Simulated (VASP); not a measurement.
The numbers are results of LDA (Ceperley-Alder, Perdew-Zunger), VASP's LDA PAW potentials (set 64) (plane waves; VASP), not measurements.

Input for VASP

**POSCAR**
```
BaF2
1.0
  0.0000000000   3.0147509099   3.0147509099
  3.0147509099   0.0000000000   3.0147509099
  3.0147509099   3.0147509099   0.0000000000
Ba F
1 2
Cart
  0.0000000000   0.0000000000   0.0000000000
  1.5073754550   1.5073754550   1.5073754550
  4.5221263649   4.5221263649   4.5221263649
```

### KPOINTS
```
K-points
0
gamma
6 6 6
```

### INCAR
```
SYSTEM = BaF2
PREC = Accurate
ENCUT = 520
EDIFF = 1E-7
NELM = 100
ALGO = Normal
LREAL = .FALSE.
LASPH = .TRUE.
ISMEAR = 0
SIGMA = 0.05
LMAXMIX = 4
LWAVE = .FALSE.
LCHARG = .FALSE.
ISIF = 2
```

POTCAR, in this order: Ba_sv F (LDA.64 set). Program: vasp_std.

Question: What does the run give for the energy per atom (σ→0), pressure?

Answer: 
* **energy per atom (σ→0)**: -6.204 eV/atom
* **pressure**: 2.30 GPa

File OSZICAR:
```
...
DAV:   8    -0.186113099314E+02    0.30260E-01   -0.51635E-02   600   0.252E+00    0.322E-01
DAV:   9    -0.186117575136E+02   -0.44758E-03   -0.13857E-02   656   0.782E-01    0.127E-01
DAV:  10    -0.186124087131E+02   -0.65120E-03   -0.21076E-03   512   0.345E-01    0.456E-02
DAV:  11    -0.186123841539E+02    0.24559E-04   -0.42663E-04   648   0.154E-01    0.208E-02
DAV:  12    -0.186123805508E+02    0.36031E-05   -0.40263E-05   568   0.493E-02    0.648E-03
DAV:  13    -0.186123810435E+02   -0.49275E-06   -0.94967E-07   616   0.766E-03    0.102E-03
DAV:  14    -0.186123810244E+02    0.19168E-07   -0.57571E-08   520   0.174E-03
   1 F= -.18612381E+02 E0= -.18612381E+02  d E =-.118372E-15
```

The compound is BaF2 in the fluorite structure. This cell is one point of a volume scan, at 0.97 of the reference volume.
